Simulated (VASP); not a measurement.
Consider the following.

```xyz
2
Lattice="0.0000 2.2383 2.2383 2.2383 0.0000 2.2383 2.2383 2.2383 0.0000" Properties=species:S:1:pos:R:3 pbc="T T T"
Be     0.0000     0.0000     0.0000
S      2.2383     2.2383     2.2383
```

The numbers are results of PBEsol GGA, VASP's PBE PAW potentials (set 64) (plane waves; VASP 6.6.1), not measurements. Numerical set-up: 500 eV cut-off, 10×10×10 Γ-centred mesh, Gaussian smearing of 0.050 eV, potentials Be S.

**Question.** What does the run give for the energy per atom (σ→0), pressure?

**Answer.** 
| Property | Value |
|---|---|
| energy per atom (σ→0) | -4766 meV/atom |
| pressure | 100.1 kbar |

Only differences to runs with the same potentials and settings are physical.

The structure was generated: BeS was put into the rock salt type (Fm-3m), which need not be its known phase. It was relaxed first under an external pressure of 10 GPa.
